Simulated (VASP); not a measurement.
Method: AM05 GGA, VASP's PBE PAW potentials (set 64) (plane waves; VASP).

VASP input:

**INCAR**
```
# general
SYSTEM  = PtS2
PREC    = Accurate
ENCUT   = 520
LREAL   = .FALSE.   # projection in real space or not
LASPH   = .TRUE.

# electronic loop
EDIFF   = 1E-6   # SCF stop (eV)
NELM    = 100
ALGO    = Normal   # blocked Davidson
LMAXMIX = 6

# smearing
ISMEAR  = 0   # Gaussian
SIGMA   = 0.05

# functional
GGA     = AM

# ions
IBRION  = 2
NSW     = 60   # most ionic steps
ISIF    = 3   # ions, shape and volume
EDIFFG  = -0.02

# output
LWAVE   = .FALSE.
LCHARG  = .FALSE.
```

KPOINTS:
```
K-points
0
G
 7 7 3
```

### POSCAR
```
PtS2
1
    1.7684984800    -3.0631292908     0.0000000000
    1.7684984800     3.0631292908    -0.0000000000
   -0.0000000000     0.0000000000     6.5904853928
Pt S
1 2
Direct
  0.0000000000   0.0000000000   0.0000000000
  0.3333330000   0.6666670000   0.1830752859
  0.6666670000   0.3333330000   0.8169247141
```

POTCAR, in this order: Pt S (PBE.64 set). Program: vasp_std.

What VASP printed:

### OSZICAR
```
       N       E                     dE             d eps       ncg     rms          rms(c)
DAV:   1     0.121942530939E+03    0.12194E+03   -0.10254E+04   608   0.127E+03
DAV:   2    -0.113143220378E+02   -0.13326E+03   -0.12997E+03   789   0.242E+02
DAV:   3    -0.174753162427E+02   -0.61610E+01   -0.61374E+01   747   0.579E+01
DAV:   4    -0.175701466883E+02   -0.94830E-01   -0.94810E-01   820   0.746E+00
DAV:   5    -0.175723037683E+02   -0.21571E-02   -0.21570E-02   810   0.107E+00    0.190E+01
DAV:   6    -0.164854178105E+02    0.10869E+01   -0.71431E+00   656   0.276E+01    0.116E+01
DAV:   7    -0.162919258358E+02    0.19349E+00   -0.12876E+00   656   0.127E+01    0.547E+00
DAV:   8    -0.162612584398E+02    0.30667E-01   -0.87870E-02   775   0.244E+00    0.106E+00
DAV:   9    -0.162567510993E+02    0.45073E-02   -0.15139E-02   719   0.136E+00    0.240E-01
DAV:  10    -0.162571359630E+02   -0.38486E-03   -0.23649E-03   719   0.372E-01    0.124E-01
DAV:  11    -0.162571653728E+02   -0.29410E-04   -0.10584E-04   817   0.103E-01    0.512E-02
DAV:  12    -0.162571736337E+02   -0.82608E-05   -0.18667E-05   677   0.374E-02    0.214E-02
DAV:  13    -0.162571753943E+02   -0.17607E-05   -0.92387E-06   789   0.267E-02    0.620E-03
DAV:  14    -0.162571760196E+02   -0.62530E-06   -0.82026E-07   581   0.729E-03
   1 F= -.16257176E+02 E0= -.16257176E+02  d E =-.162572E+02
       N       E                     dE             d eps       ncg     rms          rms(c)
DAV:   1    -0.162574930907E+02   -0.31770E-03   -0.75672E-03   628   0.666E-01    0.913E-02
DAV:   2    -0.162572780498E+02    0.21504E-03   -0.77161E-04   698   0.294E-01    0.574E-02
DAV:   3    -0.162572464029E+02    0.31647E-04   -0.68539E-05   789   0.806E-02    0.218E-02
DAV:   4    -0.162572325310E+02    0.13872E-04   -0.55554E-05   761   0.440E-02    0.117E-02
DAV:   5    -0.162572323644E+02    0.16654E-06   -0.27493E-06   753   0.142E-02
   2 F= -.16257232E+02 E0= -.16257232E+02  d E =-.563448E-04
```

**OUTCAR**
```
------------------------ aborting loop because EDIFF is reached ----------------------------------------
  FORCE on cell =-STRESS in cart. coord.  units (eV):
  Direction    XX          YY          ZZ          XY          YZ          ZX
  --------------------------------------------------------------------------------------
  Total       -0.0312494     -0.0312494      0.0280314      0.0000000      0.0000000     -0.0000000
  in kB       -0.7007580     -0.7007581      0.6285951      0.0000000      0.0000000     -0.0000000
  external PRESSURE =      -0.2576403 kB  Pullay stress =       0.0000000 kB
  volume of cell :       71.45
      direct lattice vectors                 reciprocal lattice vectors
     1.768110556 -3.062457386  0.000000000     0.282787747 -0.163267578  0.000000000
     1.768110556  3.062457386 -0.000000000     0.282787747  0.163267578 -0.000000000
     0.000000000  0.000000000  6.597426790     0.000000000  0.000000000  0.151574247
 POSITION                                       TOTAL-FORCE (eV/Angst)
 -----------------------------------------------------------------------------------
      0.00000      0.00000     -0.00000        -0.000000      0.000000      0.000000
      1.76811      1.02082      1.20814         0.000000     -0.000000     -0.008262
      1.76811     -1.02082      5.38928        -0.000000      0.000000      0.008262
 -----------------------------------------------------------------------------------
    total drift:                                0.000000     -0.000000      0.000000
  FREE ENERGIE OF THE ION-ELECTRON SYSTEM (eV)
  ---------------------------------------------------
  free  energy   TOTEN  =       -16.2572323644 eV

  energy  without entropy=      -16.2572323644  energy(sigma->0) =      -16.25723236

 reached required accuracy - stopping structural energy minimisation
```
(Selected blocks of OUTCAR.)

File CONTCAR:
```
PtS2
   1.00000000000000
     1.7681105558924297   -3.0624573864899252    0.0000000000000000
     1.7681105558924297    3.0624573864899252   -0.0000000000000000
     0.0000000000000000    0.0000000000000000    6.5974267898957377
  Pt              S
     1     2
Direct
     0.0000000000000000    0.0000000000000000    0.0000000000000000
     0.3333330000000032    0.6666669999999968    0.1831235782144177
     0.6666669999999968    0.3333330000000032    0.8168764217855823
```

Without a dispersion term in the relaxation, distances and binding between the weakly bound layers, chains or molecules are unreliable, and so is what depends on them.

The compound is PtS2 in the 1T layered structure. This run relaxes it. Symmetry was kept, so distortions that lower it aren't found. The start is the result of an earlier pass.
